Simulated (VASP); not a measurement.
The input files of a VASP run:

### INCAR
```
SYSTEM = ZrO2
PREC = Accurate
ENCUT = 520
EDIFF = 1E-6
NELM = 60
ALGO = Normal
LREAL = .FALSE.
LASPH = .TRUE.
ISMEAR = 0
SIGMA = 0.05
GGA = PE
LMAXMIX = 4
LWAVE = .FALSE.
LCHARG = .FALSE.
ISIF = 2
IMIX = 1
AMIX = 1.5
BMIX = 0.0001
```

File KPOINTS:
```
Automatic mesh
0
Gamma
6 6 6
0 0 0
```

### POSCAR
```
ZrO2
1
    0.0000000000     2.5959000000     2.5959000000
    2.5959000000     0.0000000000     2.5959000000
    2.5959000000     2.5959000000     0.0000000000
Zr O
1 2
Direct
  0.0000000000   0.0000000000   0.0000000000
  0.2500000000   0.2500000000   0.2500000000
  0.7500000000   0.7500000000   0.7500000000
```

POTCAR, in this order: Zr_sv O (PBE.64 set). Program: vasp_std.

**Question.** What happens when VASP runs on this input?

**Answer.** There is a fault: simple mixing (IMIX = 1) with AMIX above 1 overshoots. The run did not converge; its last values are not results. Against the sound run, the energy per atom (σ→0) drops by 3921.227 eV/atom; the pressure rises by 7344.02 GPa; the band gap decreases by 3.19 eV.

File standard output:
```
...
DAV:  21    -0.126984827756E+05   -0.84329E+03   -0.11073E+05  1008   0.180E+03    0.556E+03
DAV:  22    -0.117718199077E+05    0.92666E+03   -0.93714E+04  1024   0.129E+03    0.556E+03
DAV:  23    -0.127026309984E+05   -0.93081E+03   -0.11109E+05  1016   0.180E+03    0.556E+03
DAV:  24    -0.118022824349E+05    0.90035E+03   -0.94216E+04  1024   0.129E+03    0.562E+03
DAV:  25    -0.126805593227E+05   -0.87828E+03   -0.11043E+05  1008   0.181E+03    0.565E+03
DAV:  26    -0.118007547869E+05    0.87980E+03   -0.94225E+04  1024   0.131E+03    0.564E+03
DAV:  27    -0.126809464756E+05   -0.88019E+03   -0.11037E+05  1008   0.180E+03    0.563E+03
DAV:  28    -0.118024287346E+05    0.87852E+03   -0.94323E+04  1024   0.130E+03    0.560E+03
DAV:  29    -0.126429834907E+05   -0.84055E+03   -0.11008E+05  1008   0.179E+03    0.559E+03
DAV:  30    -0.117085198858E+05    0.93446E+03   -0.93281E+04  1024   0.129E+03    0.560E+03
DAV:  31    -0.125712169187E+05   -0.86270E+03   -0.10974E+05  1016   0.179E+03    0.561E+03
DAV:  32    -0.116592260445E+05    0.91199E+03   -0.92395E+04  1024   0.126E+03    0.555E+03
DAV:  33    -0.125880269054E+05   -0.92880E+03   -0.10999E+05  1016   0.180E+03    0.552E+03
DAV:  34    -0.116901551394E+05    0.89787E+03   -0.93217E+04  1024   0.127E+03    0.557E+03
DAV:  35    -0.126351617866E+05   -0.94501E+03   -0.11034E+05  1016   0.180E+03    0.559E+03
DAV:  36    -0.117714365109E+05    0.86373E+03   -0.94013E+04  1024   0.129E+03    0.561E+03
DAV:  37    -0.126717759725E+05   -0.90034E+03   -0.11077E+05  1016   0.180E+03    0.562E+03
DAV:  38    -0.117722213903E+05    0.89955E+03   -0.93877E+04  1024   0.130E+03    0.562E+03
DAV:  39    -0.126895824974E+05   -0.91736E+03   -0.11095E+05  1024   0.181E+03    0.563E+03
DAV:  40    -0.117938546914E+05    0.89573E+03   -0.94141E+04  1024   0.130E+03    0.558E+03
DAV:  41    -0.126731018317E+05   -0.87925E+03   -0.11062E+05  1024   0.181E+03    0.555E+03
DAV:  42    -0.117996011546E+05    0.87350E+03   -0.94242E+04  1024   0.130E+03    0.559E+03
DAV:  43    -0.126448791401E+05   -0.84528E+03   -0.11008E+05  1016   0.180E+03    0.560E+03
DAV:  44    -0.117385307099E+05    0.90635E+03   -0.93601E+04  1024   0.128E+03    0.559E+03
DAV:  45    -0.126813777642E+05   -0.94285E+03   -0.11074E+05  1008   0.180E+03    0.559E+03
DAV:  46    -0.118215686894E+05    0.85981E+03   -0.94478E+04  1024   0.130E+03    0.557E+03
DAV:  47    -0.126961729532E+05   -0.87460E+03   -0.11073E+05  1016   0.181E+03    0.556E+03
DAV:  48    -0.118084712896E+05    0.88770E+03   -0.94286E+04  1024   0.131E+03    0.560E+03
DAV:  49    -0.127039184012E+05   -0.89545E+03   -0.11090E+05  1024   0.180E+03    0.562E+03
DAV:  50    -0.118186029506E+05    0.88532E+03   -0.94207E+04  1024   0.130E+03    0.559E+03
DAV:  51    -0.126903664368E+05   -0.87176E+03   -0.11079E+05  1024   0.181E+03    0.558E+03
DAV:  52    -0.117884974262E+05    0.90187E+03   -0.94141E+04  1024   0.130E+03    0.562E+03
DAV:  53    -0.125606001905E+05   -0.77210E+03   -0.10924E+05   992   0.181E+03    0.563E+03
DAV:  54    -0.116076526195E+05    0.95295E+03   -0.92369E+04  1024   0.126E+03    0.558E+03
DAV:  55    -0.126116807519E+05   -0.10040E+04   -0.11016E+05  1008   0.180E+03    0.555E+03
DAV:  56    -0.117468965991E+05    0.86478E+03   -0.93831E+04  1024   0.128E+03    0.560E+03
DAV:  57    -0.126493443545E+05   -0.90245E+03   -0.11015E+05  1000   0.180E+03    0.562E+03
DAV:  58    -0.117600042891E+05    0.88934E+03   -0.93953E+04  1024   0.131E+03    0.566E+03
DAV:  59    -0.126815092786E+05   -0.92150E+03   -0.11096E+05  1024   0.180E+03    0.569E+03
DAV:  60    -0.117922092745E+05    0.88930E+03   -0.94061E+04  1024   0.129E+03

 -----------------------------------------------------------------------------
|                                                                             |
|           W    W    AA    RRRRR   N    N  II  N    N   GGGG   !!!           |
|           W    W   A  A   R    R  NN   N  II  NN   N  G    G  !!!           |
|           W    W  A    A  R    R  N N  N  II  N N  N  G       !!!           |
|           W WW W  AAAAAA  RRRRR   N  N N  II  N  N N  G  GGG   !            |
|           WW  WW  A    A  R   R   N   NN  II  N   NN  G    G                |
|           W    W  A    A  R    R  N    N  II  N    N   GGGG   !!!           |
|                                                                             |
|     The electronic self-consistency was not achieved in the given           |
|     number of steps (NELM). The forces and other quantities evaluated       |
|     might not be reliable so examine the results carefully. If you find     |
|     spurious results, we suggest increasing NELM, if you were close to      |
|     convergence or switching to a different ALGO or adjusting the           |
|     density mixing parameters otherwise.                                    |
|                                                                             |
 -----------------------------------------------------------------------------

   1 F= -.11792209E+05 E0= -.11792208E+05  d E =-.297924E-02
```

File OUTCAR:
```
------------------------ aborting loop EDIFF was not reached (unconverged)  ----------------------------
  FORCE on cell =-STRESS in cart. coord.  units (eV):
  Direction    XX          YY          ZZ          XY          YZ          ZX
  --------------------------------------------------------------------------------------
  Total     1601.6520760   1601.6520760   1601.6520760     -0.0000000     -0.0000000      0.0000000
  in kB    73347.4284957  73347.4284957  73347.4284957     -0.0000000     -0.0000000      0.0000000
  external PRESSURE =   73347.4284957 kB  Pullay stress =       0.0000000 kB
  volume of cell :       34.99
      direct lattice vectors                 reciprocal lattice vectors
     0.000000000  2.595900000  2.595900000    -0.192611426  0.192611426  0.192611426
     2.595900000  0.000000000  2.595900000     0.192611426 -0.192611426  0.192611426
     2.595900000  2.595900000  0.000000000     0.192611426  0.192611426 -0.192611426
 POSITION                                       TOTAL-FORCE (eV/Angst)
 -----------------------------------------------------------------------------------
      0.00000      0.00000      0.00000        -0.000000     -0.000000     -0.000000
      1.29795      1.29795      1.29795         0.000000      0.000000      0.000000
      3.89385      3.89385      3.89385        -0.000000     -0.000000     -0.000000
 -----------------------------------------------------------------------------------
    total drift:                                0.000000      0.000000      0.000000
  FREE ENERGIE OF THE ION-ELECTRON SYSTEM (eV)
  ---------------------------------------------------
  free  energy   TOTEN  =    -11792.2092745023 eV

  energy  without entropy=   -11792.2062952631  energy(sigma->0) =   -11792.20778488
```
(Selected blocks of OUTCAR.)

To mend it, remove IMIX, remove AMIX, remove BMIX.

The mended run (PBE GGA, plane waves, VASP's PBE PAW potentials (set 64)) converges, and its OSZICAR ends with
```
   1 F= -.28526477E+02 E0= -.28526477E+02  d E =-.377416E-14
```

The compound is ZrO2 in the fluorite structure, the high-temperature cubic form, which is unstable at 0 K; the monoclinic form is the stable one. The cell was not relaxed at this level.
